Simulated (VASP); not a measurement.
# La2MgReO6 (I4/m) in VASP: settings compared

Aim: see how the results for La2MgReO6 move with the level of theory and the settings. Levels: PBE, PBE+U. Tasks: single point.

Program: VASP 6.6.1. These are calculated values, not measurements. Logs are shortened: lines on timing, memory, paths and dates and some standing lists are left out, and cuts for length are marked.

**1. The structure**

The structure is tetragonal, space group I4/m (No. 87). Conventional cell: a = 5.634 Å, b = 5.634 Å, c = 8.085 Å, α = 90.00°, β = 90.00°, γ = 90.00°. Re (site symmetry 4/m) has 6 O at 1.94 to 1.96 Å as nearest neighbours. O (site symmetry 4) is surrounded by 1 Re at 1.96 Å and 1 Mg at 2.08 Å. O (site symmetry m) is surrounded by 1 Re at 1.94 Å and 1 Mg at 2.08 Å. Around La (site symmetry -4) lie 12 O at 2.65 to 3.04 Å. Mg (site symmetry 4/m) is surrounded by 6 O at 2.08 Å.

The cell was built by a generator and needn't be a form met in nature.

**2. Single point, PBE**

The input, INCAR:

```
SYSTEM = La2MgReO6
ALGO = Normal
EDIFF = 1E-7
ENCUT = 520
GGA = PE
ISIF = 2
ISMEAR = -1
LASPH = .True.
LCHARG = .False.
LREAL = .False.
LWAVE = .False.
NBANDS = 44
NELM = 100
PREC = Accurate
SIGMA = 0.1
```

The input, KPOINTS:

```
k-points
0
Gamma
  5 5 5
  0 0 0
```

The input, POSCAR:

```
La2MgReO6
1.0
    0.0000000000      5.6341490000      0.0000000000
    5.6341490000      0.0000000000      0.0000000000
    2.8170750000      2.8170750000     -4.0425790000
Re O La Mg
1 6 2 1
Direct
    0.5000000000      0.5000000000      0.0000000000
    0.2570000000      0.2570000000      0.4860000000
    0.7430000000      0.7430000000      0.5140000000
    0.2238000000      0.2934000000      0.0000000000
    0.2934000000      0.7762000000      0.0000000000
    0.7762000000      0.7066000000      0.0000000000
    0.7066000000      0.2238000000      0.0000000000
    0.7500000000      0.2500000000      0.5000000000
    0.2500000000      0.7500000000      0.5000000000
    0.0000000000      0.0000000000      0.0000000000
```

Potentials or basis: VASP PAW PBE potentials, release 64 (Re, O, La, Mg).

Command:

```console
$ cat potpaw_PBE.64/Re/POTCAR potpaw_PBE.64/O/POTCAR potpaw_PBE.64/La/POTCAR potpaw_PBE.64/Mg/POTCAR > POTCAR
$ mpirun -np 1 vasp_std > vasp.out
```

OUTCAR:

```text
SYSTEM = La2MgReO6
   EDIFF = 1E-7
   ENCUT = 520
   GGA = PE
   ISIF = 2
   ISMEAR = -1
   LASPH = .True.
   LREAL = .False.
   NELM = 100
   PREC = Accurate

 ion  position               nearest neighbor table
   1  0.500  0.500  0.000-   4 1.94   5 1.94   6 1.94   7 1.94   2 1.96   3 1.96   9 3.47   8 3.47
                             9 3.47   8 3.47   8 3.47   9 3.47   8 3.47   9 3.47
   2  0.257  0.257  0.486-   1 1.96  10 2.08   9 2.82   8 2.82   8 2.82   9 2.82
   3  0.743  0.743  0.514-   1 1.96  10 2.08   9 2.82   8 2.82   9 2.82   8 2.82
   4  0.224  0.293  0.000-   1 1.94  10 2.08   8 2.65   9 2.65
   5  0.293  0.776  0.000-   1 1.94  10 2.08   8 2.65   9 2.65
   6  0.776  0.707  0.000-   1 1.94  10 2.08   9 2.65   8 2.65
   7  0.707  0.224  0.000-   1 1.94  10 2.08   9 2.65   8 2.65
   8  0.750  0.250  0.500-   5 2.65   4 2.65   6 2.65   7 2.65   2 2.82   3 2.82   3 2.82   2 2.82
                            10 3.47   1 3.47   1 3.47  10 3.47  10 3.47   1 3.47   1 3.47  10 3.47
   9  0.250  0.750  0.500-   7 2.65   6 2.65   4 2.65   5 2.65   2 2.82   3 2.82   3 2.82   2 2.82
                             1 3.47  10 3.47   1 3.47  10 3.47  10 3.47   1 3.47   1 3.47  10 3.47
  10  0.000  0.000  0.000-   3 2.08   2 2.08   5 2.08   6 2.08   7 2.08   4 2.08   8 3.47   9 3.47
                             8 3.47   9 3.47   8 3.47   9 3.47   9 3.47   8 3.47

  LATTYP: Found a body centered tetragonal cell.
 ALAT       =     5.6341490000
 C/A-ratio  =     1.4350273662

  Lattice vectors:

 A1 = (  -2.8170750000,   2.8170740000,   4.0425790000)
 A2 = (   2.8170740000,  -2.8170750000,   4.0425790000)
 A3 = (   2.8170750000,   2.8170750000,  -4.0425790000)

Analysis of symmetry for initial positions (statically):
=====================================================================
 Subroutine PRICEL returns:
 Original cell was already a primitive cell.

 Routine SETGRP: Setting up the symmetry group for a
 body centered tetragonal supercell.

 Subroutine GETGRP returns: Found  8 space group operations
 (whereof  8 operations were pure point group operations)
 out of a pool of 16 trial point group operations.

The static configuration has the point symmetry C_4h.

Analysis of symmetry for dynamics (positions and initial velocities):
=====================================================================
 Subroutine PRICEL returns:
 Original cell was already a primitive cell.

 Routine SETGRP: Setting up the symmetry group for a
 body centered tetragonal supercell.

 Subroutine GETGRP returns: Found  8 space group operations
 (whereof  8 operations were pure point group operations)
 out of a pool of 16 trial point group operations.

The dynamic configuration has the point symmetry C_4h.

 Subroutine INISYM returns: Found  8 space group operations
 (whereof  8 operations are pure point group operations),
 and found     1 'primitive' translations

----------------------------------------------------------------------------------------

                                     Primitive cell

  volume of cell :     128.3262

  direct lattice vectors                    reciprocal lattice vectors
     0.000000000  5.634149000  0.000000000     0.000000000  0.177489094  0.123683443
     5.634149000  0.000000000  0.000000000     0.177489094  0.000000000  0.123683443
     2.817075000  2.817075000 -4.042579000     0.000000000  0.000000000 -0.247366842

  length of vectors
     5.634149000  5.634149000  5.675761454     0.216333013  0.216333013  0.247366842

  position of ions in fractional coordinates (direct lattice)
     0.500000000  0.500000000  0.000000000
     0.257000000  0.257000000  0.486000000
     0.743000000  0.743000000  0.514000000
     0.223800000  0.293400000  0.000000000
     0.293400000  0.776200000  0.000000000
     0.776200000  0.706600000  0.000000000
     0.706600000  0.223800000  0.000000000
     0.750000000  0.250000000  0.500000000
     0.250000000  0.750000000  0.500000000
     0.000000000  0.000000000  0.000000000

  ion indices of the primitive-cell ions
   primitive index   ion index
                 1           1
                 2           2
                 3           3
                 4           4
                 5           5
                 6           6
                 7           7
                 8           8
                 9           9
                10          10

----------------------------------------------------------------------------------------

 KPOINTS: k-points

Automatic generation of k-mesh.
 Grid dimensions read from file:
 generate k-points for:    5    5    5

 Generating k-lattice:

  Cartesian coordinates                     Fractional coordinates (reciprocal lattice)
     0.000000000  0.035497819  0.024736689     0.200000000  0.000000000  0.000000000
     0.035497819  0.000000000  0.024736689     0.000000000  0.200000000  0.000000000
     0.000000000  0.000000000 -0.049473368     0.000000000  0.000000000  0.200000000

  Length of vectors
     0.043266603  0.043266603  0.049473368

  Shift w.r.t. Gamma in fractional coordinates (k-lattice)
     0.000000000  0.000000000  0.000000000

 Subroutine IBZKPT returns following result:
 ===========================================

 Found     21 irreducible k-points:

 Following reciprocal coordinates:
            Coordinates               Weight
  0.000000  0.000000  0.000000      1.000000
  0.200000  0.000000  0.000000      8.000000
  0.400000  0.000000 -0.000000      8.000000
  0.200000  0.200000  0.000000      8.000000
  0.400000  0.200000 -0.000000      8.000000
 -0.200000 -0.400000  0.000000      8.000000
[... 13 lines left out ...]
  0.000000  0.000000  0.400000      2.000000
 -0.200000  0.000000  0.400000      4.000000
   k-points           NKPTS =     21   k-points in BZ     NKDIM =     21   number of bands    NBANDS=     44
   number of dos      NEDOS =    301   number of ions     NIONS =     10
   total plane-waves  NPLWV =  74088
   dimension x,y,z NGX =    42 NGY =   42 NGZ =   42
   dimension x,y,z NGXF=    84 NGYF=   84 NGZF=   84
   ions per type =               1   6   2   1
   NGX,Y,Z   is equivalent  to a cutoff of  12.39, 12.39, 12.30 a.u.
   NGXF,Y,Z  is equivalent  to a cutoff of  24.79, 24.79, 24.60 a.u.
 SYSTEM =  La2MgReO6
   PREC   = accura    normal or accurate (medium, high low for compatibility)
   ISTART =      0    job   : 0-new  1-cont  2-samecut
   ICHARG =      2    charge: 1-file 2-atom 10-const
   ISPIN  =      1    spin polarized calculation?
   LNONCOLLINEAR =      F non collinear calculations
   LSORBIT =      F    spin-orbit coupling
   LASPH  =      T    aspherical Exc in radial PAW
   ENCUT  =  520.0 eV  38.22 Ry    6.18 a.u.  10.48 10.48 10.55*2*pi/ulx,y,z
   NELM   =    100;   NELMIN=  2; NELMDL= -5     # of ELM steps
   EDIFF  = 0.1E-06   stopping-criterion for ELM
   LREAL  =      F    real-space projection
   EDIFFG = 0.1E-05   stopping-criterion for IOM
   NSW    =      0    number of steps for IOM
   IBRION =     -1    ionic relax: 0-MD 1-quasi-New 2-CG
   NFREE  =      0    steps in history (QN), initial steepest desc. (CG)
   ISIF   =      2    stress and relaxation
   ISYM   =      2    0-nonsym 1-usesym 2-fastsym
   POTIM  = 0.5000    time-step for ionic-motion
   TEBEG  =    0.0;   TEEND  =   0.0 temperature during run
   PSTRESS=    0.0 pullay stress
   NELECT =      67.0000    total number of electrons
   NUPDOWN=      -1.0000    fix difference up-down
   EMIN   =  10.00;   EMAX   =-10.00  energy-range for DOS
   EFERMI =   0.00;   METHOD = LEGACY
   ISMEAR =    -1;   SIGMA  =   0.10  broadening in eV -4-tet -1-fermi 0-gaus
   EFERMI_NEDOS =   21; number of points for ismear=-14 and -15
   IALGO  =     38    algorithm
   IMIX   =      4    mixing-type and parameters
     AMIX     =   0.40;   BMIX     =  1.00
     AMIX_MAG =   1.60;   BMIX_MAG =  1.00
  volume/ion in A,a.u.               =      12.83        86.60
  Fermi-wavevector in a.u.,A,eV,Ry     =   1.318241  2.491114 23.643639  1.737758
  Thomas-Fermi vector in A             =   2.448225
   LORBIT       =      0    0 simple, 1 ext, 2 COOP (PROOUT), +10 PAW based schemes
   GGA     = PE    functional components
   LHFCALC =     F    Hartree Fock is set to
   AEXX    =    0.0000 exact exchange contribution
   IVDW    =     0    specifies the selected vdW correction
   LEPSILON=     F    determine dielectric tensor
   LRPA    =     F    only Hartree local field effects (RPA)
 non-spin polarized calculation
  energy-cutoff  :      520.00
  volume of cell :      128.33
 maximum number of plane-waves:      3479
 NGX is ok and might be reduce to    42
   NGX = 21   NGY = 21   NGZ = 21

 number of electron      66.9999995 magnetization

 Free energy of the ion-electron system (eV)
  ---------------------------------------------------
  ext. energy  EPLUGINS =         0.00000000
  ---------------------------------------------------
  free energy    TOTEN  =       -79.09830075 eV

  energy without entropy =      -78.86791575  energy(sigma->0) =      -78.98310825

 E-fermi :   8.8437     XC(G=0): -11.2425

 val. band max:        8.8427063753   @ k =   0.2000   0.2000   0.0000
 cond. band min:       8.8633940934   @ k =  -0.4000   0.0000   0.2000
 fundamental gap:      0.0206877181
 Fermi energy:         8.8436596711

 k-point     1 :       0.0000    0.0000    0.0000
  band No.  band energies     occupation
      1     -24.8454      2.00000
      2     -24.7283      2.00000
      3     -11.7458      2.00000
      4     -11.0828      2.00000
      5     -10.7679      2.00000
      6     -10.6268      2.00000
[... 36 lines left out ...]
     43      10.3450      0.00000
     44      10.3668      0.00000
[... 899 lines left out ...]
      4     -11.3759      2.00000
      5     -11.0752      2.00000
      6     -10.7761      2.00000
[... 36 lines left out ...]
     43      10.2655      0.00000
     44      10.3047      0.00000

------------------------ aborting loop because EDIFF is reached ----------------------------------------

  FORCE on cell =-STRESS in cart. coord.  units (eV):
  Direction    XX          YY          ZZ          XY          YZ          ZX
  --------------------------------------------------------------------------------------
  -------------------------------------------------------------------------------------
  Total        0.9676105      0.9676105     -0.7784693     -0.0000006      0.0000001      0.0000001
  in kB       12.0808077     12.0808077     -9.7193431     -0.0000073      0.0000012      0.0000012
  external PRESSURE =       4.8140908 kB  Pullay stress =       0.0000000 kB

 VOLUME and BASIS-vectors are now :
 -----------------------------------------------------------------------------
  energy-cutoff  :      520.00
  volume of cell :      128.33
      direct lattice vectors                 reciprocal lattice vectors
     0.000000000  5.634149000  0.000000000     0.000000000  0.177489094  0.123683443
     5.634149000  0.000000000  0.000000000     0.177489094  0.000000000  0.123683443
     2.817075000  2.817075000 -4.042579000     0.000000000  0.000000000 -0.247366842

 POSITION                                       TOTAL-FORCE (eV/Angst)
 -----------------------------------------------------------------------------------
      2.81707      2.81707      0.00000        -0.000000      0.000000      0.000000
      2.81707      2.81707     -1.96469         0.000000      0.000000     -1.611408
      5.63415      5.63415     -2.07789        -0.000000     -0.000000      1.611408
      1.65306      1.26092      0.00000        -1.009947     -1.700737      0.000000
      4.37323      1.65306      0.00000         1.700737     -1.009947      0.000000
      3.98109      4.37323      0.00000         1.009947      1.700737      0.000000
      1.26092      3.98109      0.00000        -1.700737      1.009947     -0.000000
      2.81707      5.63415     -2.02129        -0.000000     -0.000000      0.000000
      5.63415      2.81707     -2.02129        -0.000000     -0.000000      0.000000
      0.00000      0.00000      0.00000        -0.000000      0.000000      0.000000
 -----------------------------------------------------------------------------------
    total drift:                               -0.000000     -0.000000      0.000000

  FREE ENERGIE OF THE ION-ELECTRON SYSTEM (eV)
  ---------------------------------------------------
  free  energy   TOTEN  =       -79.0983007520 eV

  energy  without entropy=      -78.8679157452  energy(sigma->0) =      -78.98310825
```

It took 2.9 min on 1 thread of Intel Xeon 6975P-C (Granite Rapids), shared host; peak memory 0.33 GiB.

Results:

```
Free energy            : -79.0983 eV
Pressure               : 0.5 GPa
Largest force          : 1.978 eV/Å
Band gap on the k mesh : none (metal or under the smearing width)
```

Forces in eV/Å, atoms in the order of the input:
```
Re   0.000  0.000  0.000
O    0.000  0.000 -1.611
O    0.000  0.000  1.611
O   -1.010 -1.701  0.000
O    1.701 -1.010  0.000
O    1.010  1.701  0.000
O   -1.701  1.010  0.000
La   0.000  0.000  0.000
La   0.000  0.000  0.000
Mg   0.000  0.000  0.000
```

Stress tensor (GPa, compression positive):
```
 1.21  0.00  0.00
 0.00  1.21  0.00
 0.00  0.00 -0.97
```

Caveat: an odd number of electrons without spin polarisation forces a metal; a magnetic or distorted state may lie lower.

**3. Single point, PBE+U**

The input, INCAR:

```
  PREC = Accurate
  ENCUT = 520
  EDIFF = 1E-6
  ISMEAR = -5
  SIGMA = 0.1
  LREAL = F
  LASPH = T
  NELM = 150
  ALGO = Normal
  ISIF = 2
  LWAVE = F
  LCHARG = F
  LMAXMIX = 6
  LDAU = T
  LDAUTYPE = 2
  LDAUL = -1 -1 3 -1
  LDAUU = 0 0 4 0
  LDAUJ = 0 0 0 0
  LDAUPRINT = 1
  GGA = PE
  NELECT = 68.0
  NBANDS = 44
```

The input, KPOINTS:

```
regular mesh
0
Gamma
  5 5 5
```

POSCAR is that of step 2.

Potentials or basis: VASP PAW PBE potentials, release 64 (Re, O, La, Mg).

Command:

```console
$ cat potpaw_PBE.64/Re/POTCAR potpaw_PBE.64/O/POTCAR potpaw_PBE.64/La/POTCAR potpaw_PBE.64/Mg/POTCAR > POTCAR
$ mpirun -np 1 vasp_std > vasp.out
```

Run time: 2.4 min. Hardware: 1 thread of Intel Xeon 6975P-C (Granite Rapids), shared host; peak memory 0.33 GiB.

The run converged. Its results:

* Free energy: -69.0701 eV
* Largest force: 2.771 eV/Å
* Band gap on the k mesh: none (metal or under the smearing width)

Forces on the atoms (eV/Å):
```
Re   0.000  0.000  0.000
O    0.000  0.000 -2.381
O    0.000  0.000  2.381
O   -1.570 -2.283  0.000
O    2.283 -1.570  0.000
O    1.570  2.283  0.000
O   -2.283  1.570  0.000
La   0.000  0.000  0.000
La   0.000  0.000  0.000
Mg   0.000  0.000  0.000
```

Levels at points of the mesh, in eV from the Fermi level:
| k point | band 31 | band 32 | band 33 | band 34 | band 35 | band 36 | band 37 | band 38 |
| --- | --- | --- | --- | --- | --- | --- | --- | --- |
| (0.00, 0.00, 0.00) | -4.07 | -4.07 | -0.67 | -0.57 | -0.57 | -0.43 | 0.23 | 1.22 |

Eigenvalues of the final occupation matrices:
| site | spin | trace | eigenvalues |
| --- | --- | --- | --- |
| site 8 f | 1 | 0.08 | 0.01 0.01 0.01 0.01 0.01 0.01 0.02 |
| site 8 f | 2 | 0.08 | 0.01 0.01 0.01 0.01 0.01 0.01 0.02 |
| site 9 f | 1 | 0.08 | 0.01 0.01 0.01 0.01 0.01 0.01 0.02 |
| site 9 f | 2 | 0.08 | 0.01 0.01 0.01 0.01 0.01 0.01 0.02 |

Caveat: the cell carries a net charge on a neutralising background, which shifts energy and pressure; the cell is charged against a uniform background, so pressure and absolute levels hang on convention; U without spin polarisation on a metal has little footing; forces of over 1 eV/Å show positions far from the minimum, so gaps and moduli don't describe the material at rest; tetrahedron occupations give inexact forces and stress in metals.
